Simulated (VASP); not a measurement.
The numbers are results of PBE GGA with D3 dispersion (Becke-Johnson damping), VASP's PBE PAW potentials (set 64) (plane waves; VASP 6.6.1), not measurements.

VASP ran on this input.

File POSCAR:
```
CuI
1
    0.0000000000     2.9261605871     2.9261605871
    2.9261605871     0.0000000000     2.9261605871
    2.9261605871     2.9261605871     0.0000000000
Cu I
1 1
Direct
  0.0000000000   0.0000000000   0.0000000000
  0.2500000000   0.2500000000   0.2500000000
```

KPOINTS:
```
Automatic mesh
0
Gamma
8 8 8
0 0 0
```

**INCAR**
```
SYSTEM=CuI
PREC=Accurate; ENCUT=520; LREAL=.FALSE.
LASPH=.TRUE.
EDIFF=1E-7; NELM=100; ALGO=Normal
LMAXMIX=4
ISMEAR=0; SIGMA=0.05
GGA=PE; IVDW=12
ISIF=2
LWAVE=.FALSE.; LCHARG=.FALSE.
```

POTCAR, in this order: Cu I (PBE.64 set). Program: vasp_std.

The resulting files:

OSZICAR:
```
       N       E                     dE             d eps       ncg     rms          rms(c)
DAV:   1     0.107687229572E+03    0.10769E+03   -0.80659E+03   754   0.153E+03
DAV:   2     0.252039430155E+01   -0.10517E+03   -0.99299E+02   754   0.274E+02
DAV:   3    -0.548252442552E+01   -0.80029E+01   -0.78922E+01  1040   0.861E+01
DAV:   4    -0.574165371324E+01   -0.25913E+00   -0.25898E+00   906   0.137E+01
DAV:   5    -0.574805394672E+01   -0.64002E-02   -0.64001E-02  1078   0.219E+00    0.622E+00
DAV:   6    -0.565236608028E+01    0.95688E-01   -0.44672E+00   772   0.643E+01    0.405E+00
DAV:   7    -0.546106077690E+01    0.19131E+00   -0.10231E+00   819   0.383E+01    0.205E+00
DAV:   8    -0.546340096791E+01   -0.23402E-02   -0.63009E-02  1111   0.457E+00    0.549E-01
DAV:   9    -0.545899068186E+01    0.44103E-02   -0.21581E-02   936   0.488E+00    0.143E-01
DAV:  10    -0.545917647682E+01   -0.18579E-03   -0.96165E-04   939   0.342E-01    0.810E-02
DAV:  11    -0.545923939017E+01   -0.62913E-04   -0.47967E-04   976   0.713E-01    0.359E-02
DAV:  12    -0.545923447040E+01    0.49198E-05   -0.56639E-05  1168   0.182E-01    0.274E-02
DAV:  13    -0.545923345160E+01    0.10188E-05   -0.27303E-06  1156   0.312E-02    0.149E-02
DAV:  14    -0.545923238634E+01    0.10653E-05   -0.65893E-06  1060   0.869E-02    0.297E-03
DAV:  15    -0.545923281856E+01   -0.43222E-06   -0.11042E-06   814   0.690E-03    0.409E-03
DAV:  16    -0.545923284382E+01   -0.25253E-07   -0.36618E-08   432   0.321E-03
   1 F= -.62298497E+01 E0= -.62298497E+01  d E =-.457194E-13
```

OUTCAR:
```
------------------------ aborting loop because EDIFF is reached ----------------------------------------
 Edisp (eV)   -0.77062
  FORCE on cell =-STRESS in cart. coord.  units (eV):
  Direction    XX          YY          ZZ          XY          YZ          ZX
  --------------------------------------------------------------------------------------
  Total       1.03442     1.03442     1.03442     0.00000     0.00000    -0.00000
  in kB      33.07377    33.07377    33.07377     0.00000     0.00000    -0.00000
  external pressure =       33.07 kB  Pullay stress =        0.00 kB
  volume of cell :       50.11
      direct lattice vectors                 reciprocal lattice vectors
     0.000000000  2.926160587  2.926160587    -0.170872372  0.170872372  0.170872372
     2.926160587  0.000000000  2.926160587     0.170872372 -0.170872372  0.170872372
     2.926160587  2.926160587  0.000000000     0.170872372  0.170872372 -0.170872372
  FREE ENERGIE OF THE ION-ELECTRON SYSTEM (eV)
  ---------------------------------------------------
  free  energy   TOTEN  =        -6.2298496583 eV

  energy  without entropy=       -6.2298496583  energy(sigma->0) =       -6.22984966
```
(Selected blocks of OUTCAR.)

The compound is CuI in the zinc blende structure. This cell is one point of a volume scan, at 0.94 of the reference volume.
